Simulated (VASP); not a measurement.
Output of a VASP run:

OUTCAR:
```
 ion  position               nearest neighbor table
   1  0.000  0.000  0.000-   3 2.51   3 2.51   2 2.56   2 2.56   2 2.56   2 2.56   3 2.62   3 2.62
  LATTYP: Found a face centered cubic cell.
 ALAT       =     5.9182841210
 Subroutine PRICEL returns:
 Original cell was already a primitive cell.
 Subroutine GETGRP returns: Found  4 space group operations
The static configuration has the point symmetry C_2v.
The dynamic configuration has the point symmetry C_2v.
 Subroutine INISYM returns: Found  4 space group operations
 Subroutine IBZKPT returns following result:
 Found     46 irreducible k-points:

 Following reciprocal coordinates:
            Coordinates               Weight
  0.000000  0.000000  0.000000      1.000000
  0.166667  0.000000  0.000000      4.000000
  0.000000  0.000000  0.166667      4.000000
  0.333333  0.000000  0.000000      4.000000
  0.000000  0.000000  0.333333      4.000000
  0.500000  0.000000  0.000000      2.000000
  0.000000  0.000000  0.500000      2.000000
  0.166667  0.166667  0.000000      2.000000
  0.000000  0.166667  0.166667      4.000000
  0.333333  0.166667  0.000000      4.000000
  0.000000  0.333333  0.166667      8.000000
  0.166667  0.000000  0.333333      8.000000
  0.166667  0.166667 -0.166667      4.000000
  0.500000  0.166667  0.000000      4.000000
  0.000000  0.500000  0.166667      8.000000
  0.166667  0.000000  0.500000      8.000000
  0.166667  0.166667 -0.333333      4.000000
 -0.333333  0.166667  0.000000      4.000000
  0.000000 -0.333333  0.166667      8.000000
  0.166667  0.000000 -0.333333      8.000000
  0.166667  0.166667  0.500000      4.000000
 -0.166667  0.166667  0.000000      2.000000
  0.000000 -0.166667  0.166667      8.000000
  0.166667  0.166667  0.333333      2.000000
  0.333333  0.333333  0.000000      2.000000
  0.000000  0.333333  0.333333      4.000000
  0.500000  0.333333  0.000000      4.000000
  0.000000  0.500000  0.333333      8.000000
  0.333333  0.000000  0.500000      8.000000
  0.333333  0.333333 -0.166667      4.000000
 -0.333333  0.333333  0.000000      2.000000
  0.000000 -0.333333  0.333333      8.000000
  0.333333  0.333333 -0.333333      2.000000
  0.500000  0.500000  0.000000      1.000000
  0.000000  0.500000  0.500000      2.000000
  0.500000  0.333333  0.166667      8.000000
  0.166667  0.500000  0.333333      8.000000
  0.333333  0.166667  0.500000      4.000000
  0.166667 -0.333333 -0.166667      4.000000
 -0.333333  0.333333  0.166667      8.000000
   k-points           NKPTS =     46   k-points in BZ     NKDIM =     46   number of bands    NBANDS=     18
   number of dos      NEDOS =    301   number of ions     NIONS =      3
   total plane-waves  NPLWV =  46656
   dimension x,y,z NGX =    36 NGY =   36 NGZ =   36
   dimension x,y,z NGXF=    72 NGYF=   72 NGZF=   72
   ions per type =               1   2
   PREC   = accura    normal or accurate (medium, high low for compatibility)
   ISTART =      0    job   : 0-new  1-cont  2-samecut
   ICHARG =      2    charge: 1-file 2-atom 10-const
   ISPIN  =      1    spin polarized calculation?
   LNONCOLLINEAR =      F non collinear calculations
   LSORBIT =      F    spin-orbit coupling
   INIWAV =      1    electr: 0-lowe 1-rand  2-diag
   ENCUT  =  600.0 eV  44.10 Ry    6.64 a.u.   8.36  8.36  8.36*2*pi/ulx,y,z
   NELM   =    100;   NELMIN=  2; NELMDL= -5     # of ELM steps
   EDIFF  = 0.1E-06   stopping-criterion for ELM
   LREAL  =      F    real-space projection
   NLSPLINE    = F    spline interpolate recip. space projectors
   LMAXMIX     =    4 max onsite mixed and CHGCAR
   VOSKOWN=      0    Vosko Wilk Nusair interpolation
   EDIFFG = 0.1E-05   stopping-criterion for IOM
   NSW    =      0    number of steps for IOM
   NBLOCK =      1;   KBLOCK =      1    inner block; outer block
   IBRION =     -1    ionic relax: 0-MD 1-quasi-New 2-CG
   NFREE  =      0    steps in history (QN), initial steepest desc. (CG)
...
```

### OSZICAR
```
       N       E                     dE             d eps       ncg     rms          rms(c)
DAV:   1     0.266009424644E+03    0.26601E+03   -0.16537E+04  1666   0.201E+03
DAV:   2    -0.519527829736E+02   -0.31796E+03   -0.30668E+03  1944   0.492E+02
DAV:   3    -0.793140939903E+02   -0.27361E+02   -0.27074E+02  1904   0.160E+02
DAV:   4    -0.801547173546E+02   -0.84062E+00   -0.83917E+00  1806   0.282E+01
DAV:   5    -0.801830031723E+02   -0.28286E-01   -0.28284E-01  1826   0.538E+00    0.694E+00
DAV:   6    -0.709774305855E+02    0.92056E+01   -0.60034E+00  2120   0.384E+01    0.221E+00
DAV:   7    -0.698993788296E+02    0.10781E+01   -0.14911E+00  1680   0.152E+01    0.171E+00
DAV:   8    -0.724858247716E+02   -0.25864E+01   -0.74334E-01  1662   0.103E+01    0.810E-01
DAV:   9    -0.694434586885E+02    0.30424E+01   -0.85916E-01  1660   0.880E+00    0.110E+00
DAV:  10    -0.701449808903E+02   -0.70152E+00   -0.54686E-01  1656   0.642E+00    0.157E-01
DAV:  11    -0.701281164184E+02    0.16864E-01   -0.18575E-02  1778   0.160E+00    0.270E-01
DAV:  12    -0.701280563199E+02    0.60098E-04   -0.11947E-02  1656   0.932E-01    0.468E-01
DAV:  13    -0.701507838491E+02   -0.22728E-01   -0.23339E-02  1656   0.173E+00    0.234E-01
DAV:  14    -0.701518192395E+02   -0.10354E-02   -0.22038E-03  1656   0.484E-01    0.151E-01
DAV:  15    -0.701528413045E+02   -0.10221E-02   -0.26025E-04  1656   0.213E-01    0.152E-01
DAV:  16    -0.701530654328E+02   -0.22413E-03   -0.21281E-03  1764   0.366E-01    0.170E-02
DAV:  17    -0.701534525670E+02   -0.38713E-03   -0.14275E-04  1706   0.138E-01    0.109E-02
DAV:  18    -0.701534445329E+02    0.80342E-05   -0.13806E-05  1986   0.472E-02    0.372E-03
DAV:  19    -0.701534692528E+02   -0.24720E-04   -0.45146E-06  1664   0.269E-02    0.334E-03
DAV:  20    -0.701534791430E+02   -0.98902E-05   -0.25790E-06  1656   0.221E-02    0.242E-03
DAV:  21    -0.701534796527E+02   -0.50966E-06   -0.14145E-06  1704   0.119E-02    0.118E-03
DAV:  22    -0.701534797658E+02   -0.11313E-06   -0.21715E-07  1660   0.387E-03    0.134E-03
DAV:  23    -0.701534798190E+02   -0.53158E-07   -0.25868E-08   886   0.209E-03
   1 F= -.70153480E+02 E0= -.70153480E+02  d E =-.107218E-13
```

### OUTCAR
```
------------------------ aborting loop because EDIFF is reached ----------------------------------------
  FORCE on cell =-STRESS in cart. coord.  units (eV):
  Direction    XX          YY          ZZ          XY          YZ          ZX
  --------------------------------------------------------------------------------------
  Total        0.0381185      0.0381185      0.0719832      0.2953579      0.0000000      0.0000000
  in kB        1.1784696      1.1784696      2.2254312      9.1312807      0.0000000      0.0000000
  external PRESSURE =       1.5274568 kB  Pullay stress =       0.0000000 kB
  volume of cell :       51.82
      direct lattice vectors                 reciprocal lattice vectors
     0.000000000  2.959142061  2.959142061    -0.168967893  0.168967893  0.168967893
     2.959142061  0.000000000  2.959142061     0.168967893 -0.168967893  0.168967893
     2.959142061  2.959142061  0.000000000     0.168967893  0.168967893 -0.168967893
 POSITION                                       TOTAL-FORCE (eV/Angst)
 -----------------------------------------------------------------------------------
      0.00000      0.00000      0.00000        -0.000000     -0.000000      0.077919
      1.47957      1.47957      1.47957         0.000000      0.000000      0.186926
      4.43871      4.43871      4.53871         0.000000      0.000000     -0.264845
 -----------------------------------------------------------------------------------
    total drift:                                0.000001      0.000001     -0.000238
  FREE ENERGIE OF THE ION-ELECTRON SYSTEM (eV)
  ---------------------------------------------------
  free  energy   TOTEN  =       -70.1534798190 eV

  energy  without entropy=      -70.1534798190  energy(sigma->0) =      -70.15347982
```
(Selected blocks of OUTCAR.)

### POSCAR
```
PbF2
1
    0.0000000000     2.9591420605     2.9591420605
    2.9591420605     0.0000000000     2.9591420605
    2.9591420605     2.9591420605    -0.0000000000
Pb F
1 2
Direct
  0.0000000000   0.0000000000   0.0000000000
  0.2500000000   0.2500000000   0.2500000000
  0.7668967893   0.7668967893   0.7331032107
```

Question: Reconstruct the remaining input files.

Answer: Several could match; the one computed here: the input of the run itself, r2SCAN meta-GGA, plane waves, VASP's PBE PAW potentials (set 64).

**INCAR**
```
SYSTEM = PbF2
PREC = Accurate
ENCUT = 600
EDIFF = 1E-7
NELM = 100
ALGO = Normal
LREAL = .FALSE.
LASPH = .TRUE.
ISMEAR = 0
SIGMA = 0.05
METAGGA = R2SCAN
LMIXTAU = .TRUE.
LMAXMIX = 4
LWAVE = .FALSE.
LCHARG = .FALSE.
ISIF = 2
```

### KPOINTS
```
Automatic
0
Gamma
 6 6 6
0 0 0
```

POTCAR, in this order: Pb_d F (PBE.64 set). Program: vasp_std.

The compound is PbF2 in the fluorite structure, the β form. This cell was strained or had an atom moved on purpose.
